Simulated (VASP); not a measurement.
Level of theory: PBEsol GGA with spin-orbit coupling, VASP's PBE PAW potentials (set 64) (plane waves; VASP).

The input files of a VASP run:

### POSCAR
```
KI
1.0
  0.0000000000   3.5101212151   3.5101212151
  3.5101212151   0.0000000000   3.5101212151
  3.5101212151   3.5101212151   0.0000000000
K I
1 1
Cartesian
  0.0000000000   0.0000000000   0.0000000000
  3.5101212151   3.5101212151   3.5101212151
```

**KPOINTS_OPT**
```
k-points along high-symmetry lines
8
Line-mode
Reciprocal
  0.000000   0.000000   0.000000 ! GAMMA
  0.500000   0.000000   0.500000 ! X

  0.500000   0.000000   0.500000 ! X
  0.625000   0.250000   0.625000 ! U

  0.375000   0.375000   0.750000 ! K
  0.000000   0.000000   0.000000 ! GAMMA

  0.000000   0.000000   0.000000 ! GAMMA
  0.500000   0.500000   0.500000 ! L

  0.500000   0.500000   0.500000 ! L
  0.500000   0.250000   0.750000 ! W

  0.500000   0.250000   0.750000 ! W
  0.500000   0.000000   0.500000 ! X
```

### KPOINTS
```
K-points
0
G
 6 6 6
```

**INCAR**
```
SYSTEM  =  KI
PREC  =  Accurate; ENCUT  =  400; LREAL  =  .FALSE.
LASPH  =  .TRUE.
EDIFF  =  1E-6; NELM  =  100; ALGO  =  Normal
LMAXMIX  =  4
ISMEAR  =  0; SIGMA  =  0.05
GGA  =  PS; GGA_COMPAT  =  .FALSE.
MAGMOM  =  0 0 0 0 0 0
LSORBIT  =  .TRUE.
LWAVE  =  .FALSE.; LCHARG  =  .FALSE.
```

POTCAR, in this order: K_sv I (PBE.64 set). Program: vasp_ncl.

What VASP printed:

### OSZICAR
```
       N       E                     dE             d eps       ncg     rms          rms(c)
DAV:   1     0.887636045705E+02    0.88764E+02   -0.57255E+03   768   0.924E+02
DAV:   2     0.961893558446E+00   -0.87802E+02   -0.83257E+02   952   0.242E+02
DAV:   3    -0.583393965882E+01   -0.67958E+01   -0.67698E+01  1264   0.585E+01
DAV:   4    -0.602315916022E+01   -0.18922E+00   -0.18886E+00  1104   0.961E+00
DAV:   5    -0.602889182419E+01   -0.57327E-02   -0.57325E-02  1120   0.128E+00    0.430E+00
DAV:   6    -0.594631144939E+01    0.82580E-01   -0.10904E-01   944   0.259E+00    0.292E+00
DAV:   7    -0.593646290420E+01    0.98485E-02   -0.80182E-02   984   0.171E+00    0.192E+00
DAV:   8    -0.594247244941E+01   -0.60095E-02   -0.21980E-02  1168   0.888E-01    0.529E-01
DAV:   9    -0.594337996943E+01   -0.90752E-03   -0.52673E-03   936   0.522E-01    0.940E-02
DAV:  10    -0.594354396090E+01   -0.16399E-03   -0.33139E-04  1032   0.139E-01    0.490E-02
DAV:  11    -0.594372782194E+01   -0.18386E-03   -0.17787E-04   912   0.865E-02    0.354E-02
DAV:  12    -0.594373529662E+01   -0.74747E-05   -0.74782E-06  1048   0.210E-02    0.961E-03
DAV:  13    -0.594373676746E+01   -0.14708E-05   -0.15946E-06   816   0.831E-03    0.494E-03
DAV:  14    -0.594373697724E+01   -0.20979E-06   -0.88934E-07   792   0.596E-03
   1 F= -.59437370E+01 E0= -.59437370E+01  d E =-.964464E-13  mag=    -0.0000     0.0000     0.0000
       N       E                     dE             ncg
       N       E                     dE             ncg
       N       E                     dE             ncg
```

### OUTCAR
```
------------------------ aborting loop because EDIFF is reached ----------------------------------------
  FORCE on cell =-STRESS in cart. coord.  units (eV):
  Direction    XX          YY          ZZ          XY          YZ          ZX
  --------------------------------------------------------------------------------------
  Total       -0.0077694     -0.0077694     -0.0077694     -0.0000000     -0.0000000      0.0000000
  in kB       -0.1439134     -0.1439134     -0.1439134     -0.0000000     -0.0000000      0.0000000
  external PRESSURE =      -0.1439134 kB  Pullay stress =       0.0000000 kB
  volume of cell :       86.50
      direct lattice vectors                 reciprocal lattice vectors
     0.000000000  3.510121215  3.510121215    -0.142445223  0.142445223  0.142445223
     3.510121215  0.000000000  3.510121215     0.142445223 -0.142445223  0.142445223
     3.510121215  3.510121215  0.000000000     0.142445223  0.142445223 -0.142445223
  FREE ENERGIE OF THE ION-ELECTRON SYSTEM (eV)
  ---------------------------------------------------
  free  energy   TOTEN  =        -5.9437369772 eV

  energy  without entropy=       -5.9437369772  energy(sigma->0) =       -5.94373698

 Ion:    1  E_soc:     -0.0082638

 Ion:    2  E_soc:     -0.2493531
```
(Selected blocks of OUTCAR.)

The compound is KI in the rock salt structure. It was relaxed first.
